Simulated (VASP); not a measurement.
# NiAg2F4 (P1) in VASP: further runs

One crystal, NiAg2F4, is run at these levels: PBE+U; tasks: density of states.

Everything below comes from runs of VASP 6.6.1. Logs are shortened: lines on timing, memory, paths and dates and some standing lists are left out, and cuts for length are marked.

**1. The crystal as given**

The typed cell holds 7 atoms: a = 3.700 Å, b = 3.697 Å, c = 6.579 Å, α = 73.82°, β = 73.50°, γ = 89.97°.

The cell was built by a generator and needn't be a form met in nature.

**2. Density of states, PBE+U, collinear spin, twin_end start**

The input, POSCAR:

```
NiAg2F4
1.0
    0.0008440000      3.6998690000     -0.0054160000
    3.6973360000      0.0008440000      0.0050130000
    1.8409160000      1.8591890000     -6.0366260000
Ag Ni F
2 1 4
Direct
    0.3936170000      0.3463040000      0.3103820000
    0.6518850000      0.6027760000      0.7312940000
    0.9824390000      0.9959820000      0.0120360000
    0.5076590000      0.9828910000      0.9914210000
    0.9953560000      0.5660970000      0.9821480000
    0.1474440000      0.1008910000      0.6913500000
    0.8527710000      0.7810900000      0.3081320000
```

The input, INCAR.step1:

```
SYSTEM = NiAg2F4
PREC = Accurate ; ENCUT = 520
EDIFF = 1E-7 ; ISMEAR = -1
SIGMA = 0.1 ; LREAL = .False.
LASPH = .True. ; NELM = 150
ALGO = Fast ; ISIF = 2
LWAVE = .False. ; LCHARG = .True.
ISPIN = 2 ; MAGMOM = 0 0.01 1.69 0.08 0.08 0.05 0.05
LMAXMIX = 4 ; LDAU = .True.
LDAUTYPE = 2 ; LDAUL = -1 2 -1
LDAUU = 0 2.69 0 ; LDAUJ = 0 0 0
LDAUPRINT = 1 ; GGA = PE
NBANDS = 43
```

The input, KPOINTS.step1:

```
Automatic mesh
0
Gamma
  5 5 3
  0 0.5 0.5
```

The input, INCAR.step2:

```
SYSTEM = NiAg2F4
PREC = Accurate ; ENCUT = 520
EDIFF = 1E-7 ; ISMEAR = -5
SIGMA = 0.1 ; LREAL = .False.
LASPH = .True. ; NELM = 150
ALGO = Fast ; ISIF = 2
LWAVE = .False. ; LCHARG = .False.
ISPIN = 2 ; MAGMOM = 0 0.01 1.69 0.08 0.08 0.05 0.05
LORBIT = 10 ; LMAXMIX = 4
LDAU = .True. ; LDAUTYPE = 2
LDAUL = -1 2 -1 ; LDAUU = 0 2.69 0
LDAUJ = 0 0 0 ; LDAUPRINT = 1
GGA = PE ; NBANDS = 43
NEDOS = 2001 ; ICHARG = 11
```

The input, KPOINTS.step2:

```
Automatic mesh
0
Gamma
  8 8 5
  0 0 0
```

Potentials or basis: VASP PAW PBE potentials, release 64 (Ag, Ni, F).

Command:

```
$ cat potpaw_PBE.64/Ag/POTCAR potpaw_PBE.64/Ni/POTCAR potpaw_PBE.64/F/POTCAR > POTCAR
$ cp INCAR.step1 INCAR
$ cp KPOINTS.step1 KPOINTS
$ mpirun -np 1 vasp_std > vasp.out
$ cp INCAR.step2 INCAR
$ cp KPOINTS.step2 KPOINTS
$ mpirun -np 1 vasp_std > vasp.out
```

OUTCAR:

```text
SYSTEM = NiAg2F4
   PREC = Accurate
   ENCUT = 520
   EDIFF = 1E-7
   ISMEAR = -5
   LREAL = .False.
   LASPH = .True.
   NELM = 150
   ISIF = 2
   ISPIN = 2
   LORBIT = 10
   GGA = PE
   ICHARG = 11

 ion  position               nearest neighbor table
   1  0.394  0.346  0.310-   6 2.32   7 2.33   5 2.56   7 2.57   4 2.62   7 2.69   4 2.73   3 3.04
                             3 3.05   3 3.31   3 3.32   2 3.50   2 3.53
   2  0.652  0.603  0.731-   5 2.33   4 2.40   4 2.45   5 2.50   6 2.51   7 2.56   6 2.62   6 2.64
                             6 2.75   3 2.99   3 3.11   3 3.13   3 3.25   1 3.50   1 3.53
   3  0.982  0.996  0.012-   5 1.65   4 1.80   7 1.81   4 1.91   6 1.95   5 2.06   2 2.99   1 3.04
                             1 3.05   2 3.11   2 3.13   2 3.25   1 3.31   1 3.32
   4  0.508  0.983  0.991-   3 1.80   3 1.91   2 2.40   2 2.45   1 2.62   1 2.73
   5  0.995  0.566  0.982-   3 1.65   3 2.06   2 2.33   2 2.50   1 2.56
   6  0.147  0.101  0.691-   3 1.95   1 2.32   2 2.51   2 2.62   2 2.64   2 2.75
   7  0.853  0.781  0.308-   3 1.81   1 2.33   2 2.56   1 2.57   1 2.69

  LATTYP: Found a triclinic cell.
 ALAT       =     8.3982280745
 B/A-ratio  =     0.4405540106
 C/A-ratio  =     0.4402523320
 COS(alpha) =     0.0004544030
 COS(beta)  =     0.2223740510
 COS(gamma) =     0.6588273899

  Lattice vectors:

 A1 = (  -1.8581080000,  -5.5413930000,  -6.0308070000)
 A2 = (  -0.0008440000,  -3.6998690000,   0.0054160000)
 A3 = (  -3.6973360000,  -0.0008440000,  -0.0050130000)

Analysis of symmetry for initial positions (statically):
=====================================================================
 Subroutine PRICEL returns:
 Original cell was already a primitive cell.

 Routine SETGRP: Setting up the symmetry group for a
 triclinic supercell.

 Subroutine GETGRP returns: Found  1 space group operations
 (whereof  1 operations were pure point group operations)
 out of a pool of  2 trial point group operations.

The static configuration has the point symmetry C_1 .

Analysis of symmetry for dynamics (positions and initial velocities):
=====================================================================
 Subroutine PRICEL returns:
 Original cell was already a primitive cell.

 Routine SETGRP: Setting up the symmetry group for a
 triclinic supercell.

 Subroutine GETGRP returns: Found  1 space group operations
 (whereof  1 operations were pure point group operations)
 out of a pool of  2 trial point group operations.

The dynamic configuration has the point symmetry C_1 .

Analysis of structural, dynamic, and magnetic symmetry:
=====================================================================
 Subroutine PRICEL returns:
 Original cell was already a primitive cell.

 Routine SETGRP: Setting up the symmetry group for a
 triclinic supercell.

 Subroutine GETGRP returns: Found  1 space group operations
 (whereof  1 operations were pure point group operations)
 out of a pool of  2 trial point group operations.

The overall configuration has the point symmetry C_1 .

 Subroutine INISYM returns: Found  1 space group operations
 (whereof  1 operations are pure point group operations),
 and found     1 'primitive' translations

----------------------------------------------------------------------------------------

                                     Primitive cell

  volume of cell :      82.5759

  direct lattice vectors                    reciprocal lattice vectors
     0.000844000  3.699869000 -0.005416000    -0.000174567  0.270401709  0.083226378
     3.697336000  0.000844000  0.005013000     0.270353183  0.000059043  0.082464488
     1.840916000  1.859189000 -6.036626000     0.000224666 -0.000242553 -0.165661639

  length of vectors
     3.699873060  3.697339495  6.579240756     0.282920033  0.282650382  0.165661969

  position of ions in fractional coordinates (direct lattice)
     0.393617000  0.346304000  0.310382000
[... 115 lines left out ...]
 LDA+U is selected, type is set to LDAUTYPE =  2
   angular momentum for each species LDAUL =    -1    2   -1
   U (eV)           for each species LDAUU =   0.0  2.7  0.0
   J (eV)           for each species LDAUJ =   0.0  0.0  0.0
   GGA     = PE    functional components
   LHFCALC =     F    Hartree Fock is set to
   AEXX    =    0.0000 exact exchange contribution
   IVDW    =     0    specifies the selected vdW correction
   LEPSILON=     F    determine dielectric tensor
   LRPA    =     F    only Hartree local field effects (RPA)
 spin polarized calculation
 RMM-DIIS sequential band-by-band and
 Fermi weights with tetrahedron method with Bloechl corrections
  energy-cutoff  :      520.00
  volume of cell :       82.58
 maximum number of plane-waves:      2243

atom =   3  type =  2  l = 2

 onsite density matrix

spin component  1

  0.9887 -0.0001 -0.0006 -0.0006  0.0000
 -0.0001  0.9867 -0.0015 -0.0002  0.0014
 -0.0006 -0.0015  1.0632  0.0061 -0.0067
 -0.0006 -0.0002  0.0061  0.9900 -0.0058
  0.0000  0.0014 -0.0067 -0.0058  1.0783

spin component  2

  0.9859  0.0004  0.0016 -0.0006  0.0008
  0.0004  0.9835  0.0098  0.0011 -0.0052
  0.0016  0.0098  0.2327 -0.0564 -0.0240
 -0.0006  0.0011 -0.0564  0.9783  0.0350
  0.0008 -0.0052 -0.0240  0.0350  0.2286

 occupancies and eigenvectors

  o =  0.2063  v =  0.0000  0.0000  0.0000  0.0000  0.0000 -0.0021 -0.0039  0.6940  0.0180  0.7197      0.0000  0.0000  0.0000  0.0000  0.0000  0.0000  0.0000  0.0000  0.0000  0.0000
  o =  0.2488  v =  0.0000  0.0000  0.0000  0.0000  0.0000  0.0008  0.0146 -0.7158 -0.0885  0.6925      0.0000  0.0000  0.0000  0.0000  0.0000  0.0000  0.0000  0.0000  0.0000  0.0000
  o =  0.9835  v =  0.0000  0.0000  0.0000  0.0000  0.0000  0.2344 -0.9232 -0.0349  0.3019  0.0218      0.0000  0.0000  0.0000  0.0000  0.0000  0.0000  0.0000  0.0000  0.0000  0.0000
  o =  0.9842  v =  0.0000  0.0000  0.0000  0.0000  0.0000  0.2720  0.3628 -0.0626  0.8881  0.0409      0.0000  0.0000  0.0000  0.0000  0.0000  0.0000  0.0000  0.0000  0.0000  0.0000
  o =  0.9862  v =  0.0000  0.0000  0.0000  0.0000  0.0000  0.9333  0.1261  0.0292 -0.3345 -0.0163      0.0000  0.0000  0.0000  0.0000  0.0000  0.0000  0.0000  0.0000  0.0000  0.0000
  o =  0.9866  v = -0.0368 -0.9991 -0.0180 -0.0020  0.0138  0.0000  0.0000  0.0000  0.0000  0.0000      0.0000  0.0000  0.0000  0.0000  0.0000  0.0000  0.0000  0.0000  0.0000  0.0000
  o =  0.9884  v = -0.8245  0.0304  0.0370 -0.5628 -0.0341  0.0000  0.0000  0.0000  0.0000  0.0000      0.0000  0.0000  0.0000  0.0000  0.0000  0.0000  0.0000  0.0000  0.0000  0.0000
  o =  0.9896  v =  0.5646 -0.0211  0.0684 -0.8208 -0.0486  0.0000  0.0000  0.0000  0.0000  0.0000      0.0000  0.0000  0.0000  0.0000  0.0000  0.0000  0.0000  0.0000  0.0000  0.0000
  o =  1.0609  v =  0.0082  0.0114 -0.9270 -0.0499 -0.3713  0.0000  0.0000  0.0000  0.0000  0.0000      0.0000  0.0000  0.0000  0.0000  0.0000  0.0000  0.0000  0.0000  0.0000  0.0000
  o =  1.0815  v = -0.0031 -0.0195  0.3663  0.0837 -0.9265  0.0000  0.0000  0.0000  0.0000  0.0000      0.0000  0.0000  0.0000  0.0000  0.0000  0.0000  0.0000  0.0000  0.0000  0.0000

 number of electron      59.9999993 magnetization       1.9888034

 Free energy of the ion-electron system (eV)
  ---------------------------------------------------
  ext. energy  EPLUGINS =         0.00000000
  ---------------------------------------------------
  free energy    TOTEN  =       -23.93232174 eV

  energy without entropy =      -23.93232174  energy(sigma->0) =      -23.93232174

 E-fermi :   4.9520     XC(G=0): -11.2165

 val. band max:        4.9637716600   @ k =   0.5000   0.5000   0.4000
 cond. band min:       4.8594512555   @ k =   0.0000   0.0000   0.0000
 fundamental gap:     -0.1043204045
 Fermi energy:         4.9519849783

 spin component 1

 k-point     1 :       0.0000    0.0000    0.0000
  band No.  band energies     occupation
      1     -20.1329      1.00000
      2     -19.2167      1.00000
      3     -18.5201      1.00000
      4     -17.9383      1.00000
      5      -2.7278      1.00000
      6      -2.6967      1.00000
[... 2153 lines left out ...]
     41      18.6311      0.00000
     42      19.6005      0.00000

 [... further k-points ...]

 [bands above 42 left out]

------------------------ aborting loop because EDIFF is reached ----------------------------------------

  FORCE on cell =-STRESS in cart. coord.  units (eV):
  Direction    XX          YY          ZZ          XY          YZ          ZX
  --------------------------------------------------------------------------------------
  -------------------------------------------------------------------------------------
  Total       17.8050952     13.7881992     13.7931858      0.5894811     -0.3062631      0.2158569
  in kB      345.4630429    267.5252894    267.6220422     11.4373957     -5.9422637      4.1881601
  external PRESSURE =     293.5367915 kB  Pullay stress =       0.0000000 kB

 VOLUME and BASIS-vectors are now :
 -----------------------------------------------------------------------------
  energy-cutoff  :      520.00
  volume of cell :       82.58
      direct lattice vectors                 reciprocal lattice vectors
     0.000844000  3.699869000 -0.005416000    -0.000174567  0.270401709  0.083226378
     3.697336000  0.000844000  0.005013000     0.270353183  0.000059043  0.082464488
     1.840916000  1.859189000 -6.036626000     0.000224666 -0.000242553 -0.165661639

 POSITION                                       TOTAL-FORCE (eV/Angst)
 -----------------------------------------------------------------------------------
      1.85212      2.03368     -1.87406        -0.381931     -0.464058     -0.502357
      3.57547      3.77201     -4.41506        -0.021188     -0.455111      1.553035
      3.70547      3.65811     -0.07298         6.121598      1.632647      0.879873
      5.45963      3.72234     -5.98266         0.473859     -1.629724     -0.413908
      3.90194      5.50916     -5.93141        -7.334302      0.455609     -0.243599
      1.64587      1.83096     -4.17371         0.703285      0.117892      1.724865
      3.45592      3.72868     -1.86078         0.438679      0.342745     -2.997908
 -----------------------------------------------------------------------------------
    total drift:                                0.005327      0.000415     -0.001733

  FREE ENERGIE OF THE ION-ELECTRON SYSTEM (eV)
  ---------------------------------------------------
  free  energy   TOTEN  =       -23.9323217423 eV

  energy  without entropy=      -23.9323217423  energy(sigma->0) =      -23.93232174

 total charge

# of ion       s       p       d       tot
------------------------------------------
    1        0.140   0.112   9.431   9.683
    2        0.136   0.120   9.451   9.708
    3        0.417   0.672   8.479   9.567
    4        1.743   4.404   0.000   6.147
    5        1.747   4.425   0.000   6.173
    6        1.742   4.331   0.000   6.074
    7        1.743   4.346   0.000   6.089
--------------------------------------------------
tot          7.669  18.411  27.361  53.441

 magnetization (x)

# of ion       s       p       d       tot
------------------------------------------
    1        0.003   0.001   0.002   0.007
    2        0.002   0.001   0.004   0.007
    3        0.009   0.023   1.702   1.733
    4        0.007   0.063   0.000   0.070
    5        0.007   0.069   0.000   0.076
    6        0.003   0.037   0.000   0.040
    7        0.003   0.043   0.000   0.047
--------------------------------------------------
tot          0.035   0.237   1.708   1.980
```

Wall time 12 min (1 thread of Intel Xeon Platinum 8559C (Emerald Rapids), shared host); peak memory 0.81 GiB.

Results:

| Item | Value |
| --- | --- |
| Net moment | 1.99 μB per cell |
| Site moments | Ag +0.01; Ni +1.73; F +0.07, +0.08, +0.04, +0.05 μB |
| Valence electrons inside the program's atomic spheres | Ag 9.68, 9.71; Ni 9.57; F 6.15, 6.17, 6.07, 6.09 |

Levels at points of the mesh, in eV from the Fermi level:
Spin up:
| k point | band 29 | band 30 | band 31 | band 32 | band 33 | band 34 |
| --- | --- | --- | --- | --- | --- | --- |
| (0.00, 0.00, 0.00) | -1.66 | -1.45 | -1.36 | -0.04 | 4.42 | 6.12 |
| (0.50, 0.00, 0.00) | -1.33 | -1.13 | -0.63 | 3.76 | 4.03 | 6.25 |
| (0.00, 0.50, 0.00) | -1.31 | -1.12 | -0.44 | 3.71 | 3.99 | 6.25 |
| (0.50, 0.50, 0.00) | -1.45 | -0.78 | 0.01 | 4.17 | 4.86 | 6.55 |
Spin down:
```
           k point  band 26  band 27  band 28  band 29  band 30  band 31  band 32  band 33
(0.00, 0.00, 0.00)    -1.47    -1.41    -1.30    -1.19    -0.09     1.83     2.32     4.47
(0.50, 0.00, 0.00)    -1.34    -1.15    -1.11    -1.01     2.21     3.05     3.82     4.34
(0.00, 0.50, 0.00)    -1.30    -1.14    -1.02    -0.95     2.11     3.14     3.87     4.15
(0.50, 0.50, 0.00)    -1.50    -1.24    -1.06    -0.96     3.03     4.13     4.23     4.96
```

States per cell in windows of 0.5 eV (zero at the Fermi level; states under -8 eV left out):
| from (eV) | up | down | Ni3_d_down | Ag2_d_down | Ag2_d_up | Ag1_d_up | Ag1_d_down | Ni3_d_up |
| --- | --- | --- | --- | --- | --- | --- | --- | --- |
| -8.0 | 0.97 | 0.81 | 0.08 | 0.01 | 0.02 | 0.01 | 0.01 | 0.16 |
| -7.5 | 1.76 | 1.80 | 0.19 | 0.04 | 0.03 | 0.03 | 0.02 | 0.35 |
| -7.0 | 1.16 | 0.98 | 0.15 | 0.02 | 0.02 | 0.03 | 0.02 | 0.23 |
| -6.5 | 0.55 | 0.88 | 0.07 | 0.02 | 0.02 | 0.02 | 0.03 | 0.06 |
| -6.0 | 0.86 | 1.21 | 0.14 | 0.03 | 0.02 | 0.05 | 0.04 | 0.06 |
| -5.5 | 1.82 | 2.08 | 0.08 | 0.08 | 0.08 | 0.11 | 0.14 | 0.07 |
| -5.0 | 1.50 | 1.65 | 0.03 | 0.09 | 0.09 | 0.08 | 0.09 | 0.03 |
| -4.5 | 1.67 | 1.75 | 0.02 | 0.13 | 0.11 | 0.11 | 0.11 | 0.04 |
| -4.0 | 0.17 | 0.45 | 0.00 | 0.03 | 0.01 | 0.01 | 0.03 | 0.00 |
| -3.5 | 0.33 | 0.00 | 0.00 | 0.00 | 0.03 | 0.03 | 0.00 | 0.22 |
| -3.0 | 2.87 | 0.60 | 0.07 | 0.06 | 0.31 | 0.76 | 0.40 | 1.39 |
| -2.5 | 4.11 | 4.11 | 0.36 | 0.93 | 0.74 | 2.06 | 2.38 | 0.80 |
| -2.0 | 4.11 | 4.50 | 0.71 | 2.14 | 1.83 | 1.04 | 1.05 | 0.47 |
| -1.5 | 2.82 | 3.78 | 1.30 | 1.20 | 1.39 | 0.40 | 0.47 | 0.34 |
| -1.0 | 0.78 | 0.22 | 0.13 | 0.04 | 0.08 | 0.07 | 0.01 | 0.33 |
| -0.5 | 0.20 | 0.00 | 0.00 | 0.00 | 0.01 | 0.00 | 0.00 | 0.11 |
| 0.0 | 0.02 | 0.02 | 0.00 | 0.00 | 0.00 | 0.00 | 0.00 | 0.00 |
| 0.5 | 0.05 | 0.06 | 0.00 | 0.00 | 0.00 | 0.00 | 0.00 | 0.00 |
| 1.0 | 0.09 | 0.10 | 0.01 | 0.00 | 0.00 | 0.00 | 0.00 | 0.00 |
| 1.5 | 0.11 | 0.22 | 0.09 | 0.00 | 0.00 | 0.00 | 0.00 | 0.00 |
| 2.0 | 0.12 | 0.67 | 0.44 | 0.00 | 0.00 | 0.00 | 0.00 | 0.00 |
| 2.5 | 0.17 | 0.82 | 0.51 | 0.00 | 0.00 | 0.00 | 0.00 | 0.00 |
| 3.0 | 0.24 | 0.56 | 0.30 | 0.00 | 0.00 | 0.00 | 0.00 | 0.00 |
| 3.5 | 0.31 | 0.56 | 0.21 | 0.00 | 0.00 | 0.00 | 0.00 | 0.00 |
| 4.0 | 0.43 | 0.44 | 0.05 | 0.00 | 0.00 | 0.00 | 0.00 | 0.00 |
| 4.5 | 0.46 | 0.58 | 0.03 | 0.00 | 0.00 | 0.00 | 0.00 | 0.00 |
| 5.0 | 0.00 | 0.00 | 0.00 | 0.00 | 0.00 | 0.00 | 0.00 | 0.00 |
| 5.5 | 0.05 | 0.03 | 0.00 | 0.00 | 0.00 | 0.00 | 0.00 | 0.00 |
| 6.0 | 0.19 | 0.17 | 0.00 | 0.00 | 0.00 | 0.00 | 0.00 | 0.00 |
| 6.5 | 0.47 | 0.42 | 0.01 | 0.00 | 0.01 | 0.01 | 0.01 | 0.00 |
| 7.0 | 0.65 | 0.68 | 0.01 | 0.01 | 0.01 | 0.01 | 0.01 | 0.00 |
| 7.5 | 0.30 | 0.32 | 0.00 | 0.00 | 0.00 | 0.00 | 0.00 | 0.00 |

Eigenvalues of the final occupation matrices:
| site | spin | trace | eigenvalues |
| --- | --- | --- | --- |
| site 3 d | 1 | 5.11 | 0.99 0.99 0.99 1.06 1.08 |
| site 3 d | 2 | 3.41 | 0.21 0.25 0.98 0.98 0.99 |

Caveat: a cell with one magnetic atom can't hold antiferromagnetic order, which such compounds often take; tetrahedron occupations give inexact forces and stress in metals.

[end of part 1 of 2]
